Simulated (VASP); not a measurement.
VASP ran on this input.

INCAR:
```
LCHARG=.False.
LWAVE=.False.
LREAL=.False.   # projection in real space or not
ISIF=3   # ions, shape and volume
ALGO=Normal   # blocked Davidson
LMIXTAU=.True.
LASPH=.True.
ENCUT=500   # plane-wave cut-off (eV)
METAGGA=R2SCAN
EDIFFG=-0.02   # ionic stop
PSTRESS=50   # kbar
SIGMA=0.1
NELM=100
NSW=40
SYSTEM=Te
EDIFF=1E-6
ISMEAR=1   # Methfessel-Paxton
PREC=Accurate
LMAXMIX=4   # l cut-off of mixed one-centre charges
IBRION=2   # conjugate gradients
```

POSCAR:
```
Te
1
    2.1088371964    -3.6526127423    -0.0000000000
    2.1088371964     3.6526127423     0.0000000000
   -0.0000000000     0.0000000000     5.9550400453
Te
3
Direct
  1.0000000000   0.2836090085   0.6666670000
  0.7163909916   0.7163909916   0.0000000000
  0.2836090085   1.0000000000   0.3333330000
```

KPOINTS:
```
K-points
0
G
  8 8 5
0 0 0
```

POTCAR, in this order: Te (PBE.64 set). Program: vasp_std.

### Question
Write an equivalent input for Ansatz.

### Answer
One equivalent input (not run):
Ansatz 0.2 input:
```yaml
crystal:
  lattice:
    - [2.1088372, -3.6526127, 0.0000000]
    - [2.1088372, 3.6526127, 0.0000000]
    - [0.0000000, 0.0000000, 5.9550400]
  atoms:
    - { symbol: Te, position: [1.0000000, 0.2836090, 0.6666670] }
    - { symbol: Te, position: [0.7163910, 0.7163910, 0.0000000] }
    - { symbol: Te, position: [0.2836090, 1.0000000, 0.3333330] }
kpoints:
  mp_grid: { grid: [8, 8, 5] }
hamiltonian:
  xc: r2scan
  pseudopotentials: { kind: paw }
scf:
  occupations: { method: methfessel_paxton, width: 0.1 }
  max_iter: 100
relax:
  max_steps: 40
  f_tol: 0.02
  cell: { p_target: 5 }
output: { forces: true, stress: true, eigenvalues: true }
```
Limits of the translation: each code has its own PAW files, so the cut-off isn't converted (ENCUT is set for VASP's; basis.ecutwfc is left out, and Ansatz then takes the one that its files recommend); Ansatz stops its SCF on the density residual and VASP on the energy change (EDIFF).

The compound is Te in the trig structure. This run relaxes it under an external pressure of 5 GPa. Symmetry was kept, so distortions that lower it aren't found.
